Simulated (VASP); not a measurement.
Input:

```
MgBr2
1.0
    3.87453     0.00000     0.00000
   -1.93726     3.35544     0.00000
    0.00000     0.00000     7.18054
Mg Br
1 2
Cartesian
  0.00000   0.00000   0.00000
  0.00000   2.23696   1.50838
  1.93726   1.11848   5.67216
```

The numbers are results of HSE06 screened hybrid, VASP's PBE PAW potentials (set 64) (plane waves; VASP 6.6.1), not measurements. Settings: 400 eV cut-off, 6×6×4 Γ-centred mesh, Gaussian smearing of 0.050 eV, potentials Mg Br.

Without a dispersion term in the relaxation, distances and binding between the weakly bound layers, chains or molecules are unreliable, and so is what depends on them.

**Question.** What does the run give for the energy per atom (σ→0), largest force, band gap (over the mesh, the named points and PBE's band edges) with the smallest direct gap where there is one?

**Answer.** 
- band gap (over the mesh, the named points and PBE's band edges): 5.67 eV
- smallest direct gap (over the mesh, the named points and PBE's band edges): 5.67 eV
- energy per atom (σ→0): -3.690 eV/atom
- largest force: 0.164 eV/Å

Only differences to runs with the same potentials and settings are physical.

The structure comes from a computed database's MgBr2 entry (P-3m1); how it stands against other phases isn't given here. It was relaxed first, which changed the volume by +13 %.
